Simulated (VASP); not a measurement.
An input for Ansatz (written as the equivalent of a VASP run, and not itself run):

Ansatz 0.2 input:
```yaml
crystal:
  lattice:
    - [0.0000000, 2.5164450, 2.5164450]
    - [2.5164450, 0.0000000, 2.5164450]
    - [2.5164450, 2.5164450, 0.0000000]
  atoms:
    - { symbol: Li, position: [0.0000000, 0.0000000, 0.0000000] }
    - { symbol: Cl, position: [0.5000000, 0.5000000, 0.5000000] }
kpoints:
  mp_grid: { grid: [9, 9, 9] }
hamiltonian:
  xc: hse06
  pseudopotentials: { kind: paw }
scf:
  occupations: { method: gaussian, width: 0.01 }
  max_iter: 100
output: { forces: true, stress: true, eigenvalues: true }
```

Problem. Translate this input to VASP (INCAR, KPOINTS, POSCAR, choice of POTCAR).

Solution. One answer among several that fit: 
**POSCAR**
```
LiCl
1
    0.0000000000     2.5164450000     2.5164450000
    2.5164450000     0.0000000000     2.5164450000
    2.5164450000     2.5164450000     0.0000000000
Li Cl
1 1
Direct
  0.0000000000   0.0000000000   0.0000000000
  0.5000000000   0.5000000000   0.5000000000
```

**INCAR**
```
# general
SYSTEM    =  LiCl
PREC      =  Accurate
ENCUT     =  400
LREAL     =  .False.
LASPH     =  .True.
ISYM      =  3

# electronic loop
EDIFF     =  1E-06
NELM      =  100
ALGO      =  Normal

# smearing
ISMEAR    =  0
SIGMA     =  0.01

# functional
GGA       =  PE
LHFCALC   =  .True.
AEXX      =  0.25
HFSCREEN  =  0.2
PRECFOCK  =  Fast

# ions
ISIF      =  2

# output
LWAVE     =  .False.
LCHARG    =  .False.
```

### KPOINTS
```
Automatic mesh
0
Gamma
  9 9 9
```

POTCAR, in this order: Li_sv Cl (PBE.64 set). Program: vasp_std.

The two are equivalent in intent, not identical: each code has its own PAW files, so the cut-off isn't converted (ENCUT is set for VASP's; basis.ecutwfc is left out, and Ansatz then takes the one that its files recommend); Ansatz stops its SCF on the density residual and VASP on the energy change (EDIFF); Ansatz's hse06 screens at 0.11 per bohr (0.208 per Å), slightly more than HFSCREEN = 0.2.

The structure comes from a computed database's LiCl entry; how it stands against other phases isn't given here. The cell was not relaxed at this level. The run is one of a series of settings (EDIFF = 1E-06 against the base run), some of them coarse on purpose.
